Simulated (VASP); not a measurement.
```
WC
1.0
    1.45500    -2.52013     0.00000
    1.45500     2.52013     0.00000
    0.00000     0.00000     2.84000
W C
1 1
Cartesian
  0.00000   0.00000   0.00000
  1.45500   0.84005   1.42000
```

Method: PBE GGA, VASP's PBE PAW potentials (set 64) (plane waves; VASP). Numerical set-up: 520 eV cut-off, 14×14×13 Monkhorst-Pack mesh, first-order Methfessel-Paxton smearing of 0.10 eV, potentials W_sv C.

Gaps are read on the run's mesh, which can miss a band edge. Unless said otherwise, spin-orbit coupling is left out, though it shifts the bands of the heavy elements here.

Question: What does the run give for the energy per atom (σ→0), pressure, band gap (on the k-mesh) with the smallest direct gap where there is one?

Answer: 
The band gap (on the k-mesh) is none (metal, semimetal or under 0.01 eV) and the energy per atom (σ→0) is -11.222 eV/atom. The pressure is 5.22 GPa.

Only differences to runs with the same potentials and settings are physical.

The compound is WC in the wc structure. The cell was not relaxed at this level. The run is one of a series of settings (KPOINTS 14×14×13 Monkhorst-Pack mesh against the base run), some of them coarse on purpose.
